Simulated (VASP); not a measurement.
Method: r2SCAN meta-GGA, VASP's PBE PAW potentials (set 64) (plane waves; VASP 6.6.1).

Input for VASP

**INCAR**
```
SYSTEM = AlGaN2
PREC = Accurate; ENCUT = 520; LREAL = .FALSE.
LASPH = .TRUE.; NBANDS = 51
EDIFF = 1E-7; NELM = 100; ALGO = Normal
LMAXMIX = 4; LMIXTAU = .TRUE.
ISMEAR = 0; SIGMA = 0.01
METAGGA = R2SCAN
LWAVE = .FALSE.; LCHARG = .FALSE.; NEDOS = 1001
LOPTICS = .TRUE.; LPEAD = .TRUE.; CSHIFT = 0.1
```

File KPOINTS:
```
Automatic mesh
0
Gamma
10 10 6
0 0 0
```

### POSCAR
```
AlGaN2
1
    3.1450573560     0.0000000000     0.0000000000
   -1.5725286780     2.7236991847     0.0000000000
    0.0000000000     0.0000000000     5.0975492407
Al Ga N
1 1 2
Direct
  0.0000000000   0.0000000000   0.9993531727
  0.6666670000   0.3333330000   0.4974074729
  0.6666670000   0.3333330000   0.1115407074
  0.0000000000   0.0000000000   0.6280886470
```

POTCAR, in this order: Al Ga_d N (PBE.64 set). Program: vasp_std.

Output

**OUTCAR**
```
 ion  position               nearest neighbor table
   1  0.000  0.000  0.999-   4 1.89   3 1.90   3 1.90   3 1.90   2 3.12   2 3.12   2 3.12   2 3.14
                             2 3.14   2 3.14
   2  0.667  0.333  0.497-   4 1.93   4 1.93   4 1.93   3 1.97   1 3.12   1 3.12   1 3.12   1 3.14
                             1 3.14   1 3.14
   3  0.667  0.333  0.112-   1 1.90   1 1.90   1 1.90   2 1.97
   4  0.000  0.000  0.628-   1 1.89   2 1.93   2 1.93   2 1.93
  LATTYP: Found a hexagonal cell.
 ALAT       =     3.1450573560
 C/A-ratio  =     1.6208128068
 Subroutine PRICEL returns:
 Original cell was already a primitive cell.
 Subroutine GETGRP returns: Found  6 space group operations
The static configuration has the point symmetry C_3v.
The dynamic configuration has the point symmetry C_3v.
 Subroutine INISYM returns: Found  6 space group operations
 Subroutine IBZKPT returns following result:
 Found     72 irreducible k-points:

 Following reciprocal coordinates:
            Coordinates               Weight
  0.000000  0.000000  0.000000      1.000000
  0.100000  0.000000  0.000000      6.000000
  0.200000  0.000000  0.000000      6.000000
  0.300000  0.000000  0.000000      6.000000
  0.400000 -0.000000  0.000000      6.000000
  0.500000  0.000000  0.000000      3.000000
  0.100000  0.100000  0.000000      6.000000
  0.200000  0.100000  0.000000     12.000000
  0.300000  0.100000  0.000000     12.000000
  0.400000  0.100000  0.000000     12.000000
  0.200000  0.200000  0.000000      6.000000
  0.300000  0.200000  0.000000     12.000000
  0.400000  0.200000  0.000000      6.000000
  0.300000  0.300000  0.000000      6.000000
  0.000000  0.000000  0.166667      2.000000
  0.100000  0.000000  0.166667      6.000000
  0.000000  0.100000  0.166667      6.000000
  0.200000  0.000000  0.166667      6.000000
  0.000000  0.200000  0.166667      6.000000
  0.300000  0.000000  0.166667      6.000000
  0.000000  0.300000  0.166667      6.000000
  0.400000 -0.000000  0.166667      6.000000
  0.000000  0.400000  0.166667      6.000000
  0.500000  0.000000  0.166667      6.000000
  0.100000  0.100000  0.166667     12.000000
  0.200000  0.100000  0.166667     12.000000
 -0.100000  0.300000  0.166667     12.000000
  0.300000  0.100000  0.166667     12.000000
 -0.100000  0.400000  0.166667     12.000000
  0.400000  0.100000  0.166667     12.000000
 -0.100000  0.500000  0.166667     12.000000
  0.200000  0.200000  0.166667     12.000000
  0.300000  0.200000  0.166667     12.000000
 -0.200000  0.500000  0.166667     12.000000
  0.400000  0.200000  0.166667     12.000000
  0.300000  0.300000  0.166667     12.000000
  0.000000  0.000000  0.333333      2.000000
  0.100000  0.000000  0.333333      6.000000
  0.000000  0.100000  0.333333      6.000000
  0.200000  0.000000  0.333333      6.000000
 Subroutine IBZKPT_HF returns following result:
   k-points           NKPTS =     72   k-points in BZ     NKDIM =     72   number of bands    NBANDS=     51
   number of dos      NEDOS =   1001   number of ions     NIONS =      4
   total plane-waves  NPLWV =  23040
   dimension x,y,z NGX =    24 NGY =   24 NGZ =   40
   dimension x,y,z NGXF=    48 NGYF=   48 NGZF=   80
   ions per type =               1   1   2
   PREC   = accura    normal or accurate (medium, high low for compatibility)
   ISTART =      0    job   : 0-new  1-cont  2-samecut
   ICHARG =      2    charge: 1-file 2-atom 10-const
   ISPIN  =      1    spin polarized calculation?
   LNONCOLLINEAR =      F non collinear calculations
   LSORBIT =      F    spin-orbit coupling
   INIWAV =      1    electr: 0-lowe 1-rand  2-diag
...
```

**OSZICAR**
```
       N       E                     dE             d eps       ncg     rms          rms(c)
DAV:   1     0.185603502152E+03    0.18560E+03   -0.94866E+03  9975   0.780E+02
DAV:   2    -0.235092755458E+02   -0.20911E+03   -0.17745E+03  7982   0.270E+02
DAV:   3    -0.498291531734E+02   -0.26320E+02   -0.25818E+02  8770   0.633E+01
DAV:   4    -0.504161632758E+02   -0.58701E+00   -0.58631E+00  8704   0.930E+00
DAV:   5    -0.504223949344E+02   -0.62317E-02   -0.62302E-02  9960   0.919E-01    0.115E+01
DAV:   6    -0.420053029516E+02    0.84171E+01   -0.40804E+00  9705   0.197E+01    0.429E+00
DAV:   7    -0.405584991057E+02    0.14468E+01   -0.90697E-01  8376   0.344E+00    0.289E+00
DAV:   8    -0.430959495473E+02   -0.25375E+01   -0.94388E-01  8106   0.410E+00    0.267E+00
DAV:   9    -0.412993452043E+02    0.17966E+01   -0.45392E-01  8144   0.335E+00    0.455E-01
DAV:  10    -0.410840738442E+02    0.21527E+00   -0.14112E-01  7584   0.139E+00    0.425E-01
DAV:  11    -0.410566867173E+02    0.27387E-01   -0.82127E-03  8952   0.376E-01    0.365E-01
DAV:  12    -0.410919531407E+02   -0.35266E-01   -0.47648E-03  7769   0.319E-01    0.218E-01
DAV:  13    -0.411019667281E+02   -0.10014E-01   -0.55358E-03  8006   0.338E-01    0.753E-02
DAV:  14    -0.411033867436E+02   -0.14200E-02   -0.88914E-04  8847   0.135E-01    0.941E-02
DAV:  15    -0.411041232861E+02   -0.73654E-03   -0.16682E-04  8031   0.667E-02    0.381E-02
DAV:  16    -0.411043264995E+02   -0.20321E-03   -0.19942E-05  8642   0.226E-02    0.133E-02
DAV:  17    -0.411042404917E+02    0.86008E-04   -0.11286E-05  8500   0.354E-02    0.114E-02
DAV:  18    -0.411042778211E+02   -0.37329E-04   -0.27886E-06  8588   0.825E-03    0.931E-03
DAV:  19    -0.411042735680E+02    0.42531E-05   -0.24161E-07  8055   0.507E-03    0.392E-03
DAV:  20    -0.411042970740E+02   -0.23506E-04   -0.39931E-07  8293   0.751E-03    0.162E-03
DAV:  21    -0.411042901482E+02    0.69258E-05   -0.12086E-07  8301   0.152E-03    0.140E-03
DAV:  22    -0.411042941284E+02   -0.39802E-05   -0.12011E-08  5350   0.919E-04    0.635E-04
DAV:  23    -0.411042932928E+02    0.83560E-06   -0.26086E-09  4351   0.370E-04    0.133E-04
DAV:  24    -0.411042937018E+02   -0.40897E-06   -0.77423E-10  4263   0.141E-04    0.151E-04
DAV:  25    -0.411042931792E+02    0.52262E-06   -0.42841E-10  4251   0.233E-04    0.380E-05
DAV:  26    -0.411042933697E+02   -0.19054E-06   -0.16770E-10  4236   0.697E-05    0.384E-05
DAV:  27    -0.411042932697E+02    0.99987E-07   -0.39082E-11  4188   0.363E-05
   1 F= -.41104293E+02 E0= -.41104293E+02  d E =-.206774E-15
 imaginary and real dielectric function
```

File OUTCAR:
```
------------------------ aborting loop because EDIFF is reached ----------------------------------------
  FORCE on cell =-STRESS in cart. coord.  units (eV):
  Direction    XX          YY          ZZ          XY          YZ          ZX
  --------------------------------------------------------------------------------------
  Total        0.0197150      0.0197150     -0.0210344      0.0000000      0.0000000      0.0000000
  in kB        0.7233656      0.7233654     -0.7717769      0.0000000      0.0000000      0.0000000
  external PRESSURE =       0.2249847 kB  Pullay stress =       0.0000000 kB
  volume of cell :       43.67
      direct lattice vectors                 reciprocal lattice vectors
     3.145057356  0.000000000  0.000000000     0.317959225  0.183573870  0.000000000
    -1.572528678  2.723699185  0.000000000     0.000000000  0.367147740  0.000000000
     0.000000000  0.000000000  5.097549241     0.000000000  0.000000000  0.196172700
 POSITION                                       TOTAL-FORCE (eV/Angst)
 -----------------------------------------------------------------------------------
      0.00000      0.00000      5.09425         0.000000     -0.000000     -0.010822
      1.57253      0.90790      2.53556        -0.000000      0.000000     -0.008038
      1.57253      0.90790      0.56858        -0.000000      0.000000      0.014611
      0.00000      0.00000      3.20171         0.000000     -0.000000      0.004249
 -----------------------------------------------------------------------------------
    total drift:                               -0.001516      0.000865      0.030608
  FREE ENERGIE OF THE ION-ELECTRON SYSTEM (eV)
  ---------------------------------------------------
  free  energy   TOTEN  =       -41.1042932697 eV

  energy  without entropy=      -41.1042932697  energy(sigma->0) =      -41.10429327

 plasma frequency squared (from intraband transitions) (eV^2)
  --------------------------------------------------------------------------------------
       0.000       0.000       0.000
       0.000       0.000       0.000
       0.000       0.000       0.000

 plasma frequency squared (from interband transitions, int dw w eps(2)(w)) (eV^2)
  --------------------------------------------------------------------------------------
     508.088       0.000      -0.000       0.000      -0.000      -0.000
      -0.000      -0.000     508.088       0.000       0.000      -0.000
      -0.000       0.000       0.000       0.000     505.831       0.000
```
(Selected blocks of OUTCAR.)

The structure comes from a computed database's AlGaN2 entry (P3m1); how it stands against other phases isn't given here. It was relaxed first.
